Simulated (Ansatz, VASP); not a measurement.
# SnPN: VASP beside Ansatz

Contents of INCAR:

```
PREC = Accurate
ENCUT = 520
EDIFF = 1E-7
ISMEAR = 0
SIGMA = 0.0193
LREAL = False
LASPH = True
NELM = 80
ALGO = Normal
ISIF = 2
LWAVE = False
LCHARG = False
GGA = PE
NBANDS = 33
```

The input KPOINTS:

```
Automatic mesh
0
Gamma
  5 5 3
```

File POSCAR:

```
SnPN
1.0
    3.6137850000      0.0000000000      0.0000000000
    0.0000000000      3.6137850000      0.0000000000
    0.0000000000      0.0000000000      7.6506970000
P Sn N
2 2 2
Direct
    0.0000000000      0.5000000000      0.0839000000
    0.5000000000      0.0000000000      0.9161000000
    0.0000000000      0.5000000000      0.6503000000
    0.5000000000      0.0000000000      0.3497000000
    0.0000000000      0.5000000000      0.3300000000
    0.5000000000      0.0000000000      0.6700000000
```

Input for Ansatz:

```yaml
crystal:
  lattice:
    - [3.613785, 0.0, 0.0]
    - [0.0, 3.613785, 0.0]
    - [0.0, 0.0, 7.650697]
  atoms:
    - { symbol: P, position: [0.0, 0.5, 0.0839] }
    - { symbol: P, position: [0.5, 0.0, 0.9161] }
    - { symbol: Sn, position: [0.0, 0.5, 0.6503] }
    - { symbol: Sn, position: [0.5, 0.0, 0.3497] }
    - { symbol: "N", position: [0.0, 0.5, 0.33] }
    - { symbol: "N", position: [0.5, 0.0, 0.67] }
  symmetry: { tolerance: 0.0003 }
kpoints:
  mp_grid: { grid: [5, 5, 3], shift: [0, 0, 0] }
magnetization:
  spin_polarized: false
scf:
  occupations: { method: gaussian, width: 0.0193 }
hamiltonian:
  pseudopotentials: { kind: paw }
  xc: pbe
basis:
  ecutwfc: 420
output:
  forces: true
  stress: true
  eigenvalues: true
```

The cell was built by a generator and needn't be a form met in nature.

Alike in both runs: task single point; functional PBE; k mesh 5 × 5 × 3; occupations gaussian, width 0.0193 eV; no spin polarisation.

```csv
,VASP,Ansatz
version,VASP 6.6.1,Ansatz 0.2.0
potentials or method,"VASP PAW PBE potentials, release 64 (P, Sn_d, N)",PAW plane waves
plane-wave cutoff (eV),520,420
valence electrons in the cell,48,48
```

Ansatz gave:

```
gap on the k mesh at the Fermi level (eV)       : none
pressure (GPa)                                  : -1.5
largest component of the traceless stress (GPa) : 10.40
rms of the force components (eV/Å)              : 0.439
```

Task: Estimate VASP's values.

Result: gap on the k mesh at the Fermi level (eV): none; pressure (GPa): -1.6; largest component of the traceless stress (GPa): 10.53; rms of the force components (eV/Å): 0.451.

Atom by atom the forces differ by 0.017 eV/Å (rms over components). A gap of «none» marks a metal or a gap that the smearing closes. With one functional, cell and mesh, what is left measures potentials, basis and numerics.

Caveats: forces of over 1 eV/Å show positions far from the minimum, so gaps and moduli don't describe the material at rest.
